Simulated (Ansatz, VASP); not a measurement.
# Cross-check of TiB2 between VASP and Ansatz

Aim: how closely do two programs agree when they are given the same cell, functional and k mesh? The cell is taken from a series of runs on this material, whose earlier steps may have relaxed, scaled, displaced or heated it; both programs get it as it stands.

Method: plane waves, with VASP 6.6.1 beside it; zone-centre phonons at PBEsol, in Ansatz 0.2.0.

### 1. The structure

The structure is hexagonal, space group P6/mmm (No. 191). The conventional cell has a = 3.017 Å, b = 3.017 Å, c = 3.185 Å, α = 90.00°, β = 90.00°, γ = 120.00°. Ti has 12 B at 2.36 Å nearest. Nearest to B lie 3 B at 1.74 Å and 6 Ti at 2.36 Å. Farther neighbours are not listed.

### 2. Ansatz: zone-centre phonons, PBEsol

Ansatz runs on its PAW soft_1 files.

Second derivatives magnify differences that forces hide, and they need a tight electronic threshold.

File input.yaml:

```yaml
crystal:
  lattice:
    - [3.0172551895, 0.0, 0.0]
    - [-1.5086275948, 2.6130196438, 0.0]
    - [0.0, 0.0, 3.1847100654]
  atoms:
    - { symbol: Ti, position: [0.0, 0.0, 0.0] }
    - { symbol: B, position: [0.3333333333, 0.6666666667, 0.5] }
    - { symbol: B, position: [0.6666666667, 0.3333333333, 0.5] }
kpoints:
  mp_grid: { grid: [22, 22, 16] }
hamiltonian:
  xc: pbesol
  pseudopotentials: { kind: paw, azcp: { folder: soft_1 }, xc_functional: pbe }
scf:
  occupations: { method: methfessel_paxton, width: 0.2 }
output:
  eigenvalues: true
phonons:
  method: dfpt
  qmesh: [2, 2, 2]
  temperatures: { t_max: 1000, t_step: 50 }
  qpath:
    path:
      - [[0.0, 0.0, 0.0], [0.5, 0.0, 0.0], [0.33333333, 0.33333333, 0.0], [0.0, 0.0, 0.0], [0.0, 0.0, 0.5], [0.5, 0.0, 0.5], [0.33333333, 0.33333333, 0.5], [0.0, 0.0, 0.5]]
      - [[0.5, 0.0, 0.5], [0.5, 0.0, 0.0]]
      - [[0.33333333, 0.33333333, 0.5], [0.33333333, 0.33333333, 0.0]]
    npoints: 10
basis:
  ecutwfc: 340
```

On the command line:

```bash
$ ansatz run input.yaml --threads 8 --pin off --max-ram 15360MiB --backend cpu --events-out ev --progress --plain --runs-dir out
```

Numbers of over 12 decimals in the logs are rounded to 6 here.

The log of the run:

```text
Warning: basis.ecutwfc = 340 eV is below the records' recommended 420 eV, and the density's cutoff is lower with it unless basis.ecutrho_ratio is high enough to keep the records' density cutoff: compare with a run at a higher cutoff
Warning: phonons: the dynamical matrix that this run interpolates holds no multipole term above the dipole-dipole one, and a site of this crystal is no centre of inversion, so its interpolated transverse optical and acoustic branches and sound speeds can stay off near Gamma, and the density of states and the thermodynamics with them. What a run solves at a wave vector of phonons.qpoints, Gamma apart, where the deck admits one, is free of this, and under fd what a larger phonons.supercell samples
Engine: ansatz 0.2.0, x86_64-unknown-linux-gnu
Pseudopotentials: kind: paw
Pseudopotential: Ti, paw, valence charge 12, recommended cutoff 420 eV (normal), soft_1/Ti.paw.azcp
Pseudopotential: B, paw, valence charge 3, recommended cutoff 420 eV (normal), soft_1/B.paw.azcp
Functional definition: PBEsol
  exchange = pbesol_x
  correlation = pbesol_c
Crystal: 3 atoms, lattice volume = 25.109 Å³
Basis set: ecut = 340 eV, 363 PW (Γ), exchange–correlation on 40×40×40 points (8 copies of the dense FFT grid, shifted against one another)
Bands: 13, of which v1, the nominal top of the filled ones, is band 9 counted from 1 (8 counted from 0)
Symmetry: 24 space group operations
k-points: 468 of 7744
Non-local potential: Ti, projectors of the file, l = 0: 3, l = 1: 2, l = 2: 3, l = 3: 1
Non-local potential: B, projectors of the file, l = 0: 2, l = 1: 2, l = 2: 1
PAW form: soft (Blöchl's): semilocal exchange-correlation on the pseudo side does not see the compensation charge
PAW frozen core: Ti, regenerated for the run's functional, and the local potential with it (the file was generated under x = pbe(κ = 0.804, μ = 0.219515), c = pbe(β = 0.066725))
PAW frozen core: B, regenerated for the run's functional, and the local potential with it (the file was generated under x = pbe(κ = 0.804, μ = 0.219515), c = pbe(β = 0.066725))
PAW one-centre angular grid: Ti, 590 points (default); XC on 64 Gauss nodes
PAW one-centre angular grid: B, 110 points (default); XC on 64 Gauss nodes
Initial density: superposition of atomic densities (chi_scale 0.1, normalization cell, long waves kept (reshape's long-wave potential 0.00 eV rms))
Initial wavefunctions: pseudopotential atomic-orbital guess
Functional: x = pbesol(κ = 0.804, μ = 0.123457), c = pbesol(β = 0.046)
SCF iter   1: F=—  HF=-2783.756003 eV  |F-HF|=—  |Δ(HF+E_count)|=         —  Δρ=1.07e-1  dr2=4.53e0  ethr=3.10e-3  ⟨swp⟩=4.3  Hψ=28574  notcnv=0
preconditioner: auto → none  [metal: Δε(μ)=0.008 eV  Ē_g=9.583 eV  σ=0.200 eV  W_gap=0.03  n_scr=8 (ndim 8)  ℏωp=23.4 eV  f_vac=0.000  D(μ)=0.43/eV (n_scr^D=0)  sad-step TF]
SCF iter   2: F=—  HF=-2783.142100 eV  |F-HF|=—  |Δ(HF+E_count)|=   6.14e-1  S|Δr|=    0.00e0  Δρ=7.15e-2  dr2=2.17e0  ethr=3.10e-3  ⟨swp⟩=2.0  Hψ=11622  notcnv=0
SCF iter   3: F=—  HF=-2782.600116 eV  |F-HF|=—  |Δ(HF+E_count)|=   5.42e-1  S|Δr|=    0.00e0  Δρ=8.83e-3  dr2=2.34e-2  ethr=3.10e-3  ⟨swp⟩=3.1  Hψ=11943  notcnv=0
SCF iter   4: F=—  HF=-2782.597641 eV  |F-HF|=—  |Δ(HF+E_count)|=   2.48e-3  S|Δr|=    0.00e0  Δρ=1.03e-3  dr2=2.26e-4  ethr=1.30e-4  ⟨swp⟩=1.1  Hψ=9810  notcnv=0
SCF iter   5: F=—  HF=-2782.597679 eV  |F-HF|=—  |Δ(HF+E_count)|=   3.80e-5  S|Δr|=    0.00e0  Δρ=3.11e-4  dr2=3.76e-5  ethr=1.26e-6  ⟨swp⟩=2.0  Hψ=8446  notcnv=0
SCF iter   6: F=—  HF=-2782.597673 eV  |F-HF|=—  |Δ(HF+E_count)|=   6.21e-6  S|Δr|=    0.00e0  Δρ=8.37e-5  dr2=2.15e-6  ethr=2.09e-7  ⟨swp⟩=2.4  Hψ=8959  notcnv=0
SCF iter   7: F=—  HF=-2782.597672 eV  |F-HF|=—  |Δ(HF+E_count)|=   8.75e-7  S|Δr|=    0.00e0  Δρ=5.12e-6  dr2=7.27e-9  ethr=1.19e-8  ⟨swp⟩=2.7  Hψ=9069  notcnv=0
SCF iter   8: F=—  HF=-2782.597672 eV  |F-HF|=—  |Δ(HF+E_count)|=   2.87e-9  S|Δr|=    0.00e0  Δρ=5.46e-7  dr2=6.00e-11  ethr=4.04e-11  ⟨swp⟩=2.1  Hψ=8501  notcnv=0
SCF iter   9: F=-2782.597672 eV  HF=-2782.597672 eV  |F-HF|=7.73e-12  |Δ(HF+E_count)|=  2.73e-11  S|Δr|=    0.00e0  Δρ=1.44e-7  dr2=6.39e-12  ethr=1.00e-12  ⟨swp⟩=5.0  Hψ=22307  notcnv=0
SCF 1 converged in 9 iterations: F = -2782.597672 eV  dr2 = 6.39e-12
  greatest PAW one-centre occupation: 0.998 electrons in one spin orbital (limit 2), on the Ti atom at site 0 (counted from 0), in its partial waves of l = 0
Initial density: read from a saved state, or passed on in memory by an earlier SCF of this step, an earlier step, the calling program or the single point that the run made first
iter 1 solved again at ethr=1.26e-9 eV; its pass at ethr=3.10e-3 eV (dr2=2.26e-7 eV) is discarded
SCF iter   1: F=—  HF=-2782.597672 eV  |F-HF|=—  |Δ(HF+E_count)|=         —  Δρ=1.31e-7  dr2=5.44e-12  ethr=1.26e-9  ⟨swp⟩=3.2  Hψ=48215  notcnv=0
preconditioner: auto → none  [metal: Δε(μ)=0.014 eV  Ē_g=8.253 eV  σ=0.200 eV  W_gap=0.06  n_scr=8 (ndim 8)  ℏωp=23.4 eV  f_vac=0.000  D(μ)=0.32/eV (n_scr^D=0)]
SCF iter   2: F=-2782.597672 eV  HF=-2782.597672 eV  |F-HF|=1.36e-12  |Δ(HF+E_count)|=   6.46e-8  S|Δr|=    0.00e0  Δρ=6.04e-8  dr2=1.03e-12  ethr=1.00e-12  ⟨swp⟩=3.1  Hψ=15996  notcnv=0
SCF 2 converged in 2 iterations: F = -2782.597672 eV  dr2 = 1.03e-12
phonons: the bands overlap, so this run is a metal and interpolates without the dipole-dipole term. If the crystal is really an insulator or semiconductor, its LO-TO splitting is missing
NSCF: frozen V_eff on 468 k-points
NSCF: frozen V_eff on 1197 k-points
DFPT response loops at q = (0, 0, 0) (fractional): preconditioner auto → Kerker (q_TF=auto, 2.581 Å⁻¹) (partly filled bands, converged f_vac=0.000); β = 1.00, the filter's whole step (`scf.mixing.beta` (0.50) is not read by the response loops under this deck's `scf.mixing.preconditioner`; to damp them name `kerker` or `kerker_dos`, under which they read `scf.mixing.beta`, and type it under 1.00, their step now; both keys bind the ground state too); Broyden in place of MSR1
NSCF: frozen V_eff on 2394 k-points
DFPT response loops at q = (0, 0, -0.5) (fractional): mixed as the last ones told, above
NSCF: frozen V_eff on 2394 k-points
DFPT response loops at q = (0, -0.5, 0) (fractional): mixed as the last ones told, above
NSCF: frozen V_eff on 2394 k-points
DFPT response loops at q = (0, -0.5, -0.5) (fractional): mixed as the last ones told, above
SCF converged after 9 iterations
Stability not checked: this state was not tested for a lower state beside it, because cold or Methfessel-Paxton smearing, or corrected tetrahedra, fill the levels in a way that the test cannot read (fill_not_monotonic; see scf.lower_state_search)
Free energy (F): -2782.597672 eV
Harris-Foulkes:  -2782.597672 eV  (|F-HF|=7.73e-12)
Internal energy: -2782.598197 eV  (E = F + TS)
E sigma→0 (E₀):  -2782.597803 eV
Entropy (-TS):   0.000525 eV (0.175 meV/atom)
Fermi energy:    15.396290 eV
--- Per-component energies (eV) ---
  E_band       = -88.837986
  E_kinetic    = 384.808308
  E_local      = -828.817947  (includes V_loc(G=0)·N_el)
  E_nonlocal   = 77.113276
  E_hartree    = 341.466273
  E_xc         = -183.891101
  E_vxc        = -226.548934  (∫ρ·V_xc dr)
  E_paw        = -1167.204586  (= ΣΔE_a)
  E_vpaw       = -178.325226  (= ΣTr[D̂ρ^β])
  E_aug_tail   = -0.000096  (compensation charges beyond the density's cutoff)
  E_ewald      = -1406.241131
  E_core_change = 0.168806  (= ΣΔE_core)
  E_smearing   = 0.000525  (= −TS)
  E_closure    = -0.000000  (closes the sum)
  Σ components = -2782.597672   (vs F -2782.597672, Δ=0.00e0)
--- Band table (eV; the first three rows and the last of 468) ---
  k-point 0: bands = [... 5 lower, 12.6490, 12.6490, 13.1557, 13.1804, 17.3353, 17.3353, 19.2146, 19.2146]
  k-point 1: bands = [... 5 lower, 12.3661, 12.6920, 12.6920, 13.9152, 17.1819, 17.1819, 19.1176, 19.1176]
  k-point 2: bands = [... 5 lower, 11.5242, 12.8198, 12.8198, 14.6065, 16.8136, 16.8136, 18.8345, 18.8345]
  k-point 467: bands = [... 5 lower, 6.9521, 9.6390, 12.0854, 12.1760, 18.0141, 19.7631, 19.7632, 19.9005]
--- Phonons (Γ-DFPT): 4 representative perturbations + reference (Σ response iterations 12) ---
  ASR residual: 7.256e-5 → 0.000e0 eV/Å²; symmetrization residual: 9.581e-7 eV/Å²
  ASR residual per site (eV/Å²): 7.26e-5 4.32e-6 4.32e-6
  Γ frequencies (cm⁻¹): 0.00 0.00 0.00 526.33 526.33 530.92 559.70 896.96 896.96
--- Phonons (arbitrary-q DFPT): 4 irreducible q on the 2×2×2 mesh ---
  q = [0.0000, 0.0000, 0.0000] (star 1, of the zone-centre solve; hermiticity 9.69e-8, symmetrization 2.27e-11): -0.00 -0.00 0.00 526.33 526.33 530.92 559.70 896.96 896.96
  q = [0.0000, 0.0000, -0.5000] (star 1, 4 solved perturbations in 3330 linear systems a pass and spin channel, the states on 1197 of 7744 k-point pairs; hermiticity 9.19e-9, symmetrization 2.63e-9): 304.45 304.45 347.87 431.55 431.55 526.96 628.16 911.55 911.55
  q = [0.0000, -0.5000, 0.0000] (star 3, 6 solved perturbations on 1197 of 7744 k-point pairs; hermiticity 1.81e-6, symmetrization 8.98e-7): 308.88 330.49 371.23 523.99 531.42 561.60 797.17 842.05 872.30
  q = [0.0000, -0.5000, -0.5000] (star 3, 6 solved perturbations on 1197 of 7744 k-point pairs; hermiticity 2.23e-6, symmetrization 1.36e-6): 319.64 337.04 353.62 528.40 565.97 599.63 783.14 821.10 892.34
  sum rule: each row above includes the acoustic sum rule's correction from the zone centre's row sums; it moved no ω² by more than (0.64 cm⁻¹)²
  mesh force constants: q→R imaginary residual 9.64e-18; ASR residual 7.256e-5 → 0.000e0 eV/Å²; symmetrization residual 1.776e-14 eV/Å²
  interpolated dispersion: 93 rows × 9 modes
  density of states and harmonic sums: on the 24×24×20 q-mesh, interpolated from the force constants of a 2×2×2 supercell (no non-analytic term)
  largest difference from the sums on the solved wave vectors: F 4.41e-2 eV, S 7.64e-5 and C_V 3.23e-5 eV/K
  zero-point energy: 0.311851 eV/cell   skipped modes (ω ≤ 0): 3   left out of the sums: 2.89e-5 of the cell's modes: C_V's classical limit lies that fraction below 3 k_B per atom; for a crystal, a wire or a layer, F and S can be off by more, and a phonons.interpolated_qmesh denser along its periods is the remedy for the sampling
```

Reading the cycles: dr2 is the Hartree energy of the density residual (eV), the measure of convergence; HF is the Harris–Foulkes estimate of the energy, which meets the free energy F at convergence.

[end of part 1 of 2]

[Lines on the potential files, build, host, timing and source positions are cut from VASP's logs without a mark.]

[Logs are printed without paths, hosts, clocks, repeated set-up lines and the standing remarks that a program may print on its own settings, such as how far it seeks lower states.]

[Hosts, paths, dates, database ids (printed as entryN), source tags and the programs' standing remarks are cut or masked in the printed files.]
